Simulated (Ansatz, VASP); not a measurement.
**GaSi in VASP and in Ansatz**

INCAR

```
ALGO = Normal
EDIFF = 1E-7
ENCUT = 520
GGA = PE
ISIF = 2
ISMEAR = 0
LASPH = T
LCHARG = T
LELF = T
LREAL = F
LVHAR = T
LWAVE = F
NBANDS = 16
NELM = 100
PREC = Accurate
SIGMA = 0.1
```

File KPOINTS:

```
k-points
0
Gamma
  6 6 4
```

POSCAR

```
GaSi
1.0
    2.9831566300      0.0000000000      0.0000000000
    0.0000000000      2.9831566300      0.0000000000
    0.0000000000      0.0000000000      4.2188205600
Ga Si
1 1
Direct
    0.0000000000      0.0000000000      0.0000000000
    0.5000000000      0.5000000000      0.5000000000
```

Input for Ansatz:

```yaml
crystal:
  lattice:
    - [2.98315663, 0.0, 0.0]
    - [0.0, 2.98315663, 0.0]
    - [0.0, 0.0, 4.21882056]
  atoms:
    - { symbol: Ga, position: [0.0, 0.0, 0.0] }
    - { symbol: Si, position: [0.5, 0.5, 0.5] }
basis:
  ecutwfc: 420
kpoints:
  mp_grid: { grid: [6, 6, 4] }
hamiltonian:
  xc: pbe
scf:
  occupations: { method: gaussian, width: 0.1 }
  lower_state_search: "off"
output:
  forces: true
  stress: true
  eigenvalues: true
```

Alike in both runs: task single point; functional PBE; k mesh 6 × 6 × 4; occupations gaussian, width 0.1 eV; no spin polarisation.

```csv
,VASP,Ansatz
version,VASP 6.6.1,Ansatz 0.2.0
potentials or method,"VASP PAW PBE potentials, release 64 (Ga_d, Si)","scalar-relativistic, plane waves, PAW"
plane-wave cutoff (eV),520,420
valence electrons in the cell,17,17
```

Ansatz gave:

| Item | Value |
| --- | --- |
| gap on the k mesh at the Fermi level (eV) | none |
| pressure (GPa) | -5.3 |
| largest component of the traceless stress (GPa) | 2.16 |

Problem. What did VASP give for the same quantities?

Solution. gap on the k mesh at the Fermi level (eV): none; pressure (GPa): -5.3; largest component of the traceless stress (GPa): 2.15.

A gap of «none» marks a metal or a gap that the smearing closes.

Caveats: the k mesh is coarse (spacing up to 0.37 Å⁻¹), so the values aren't converged.
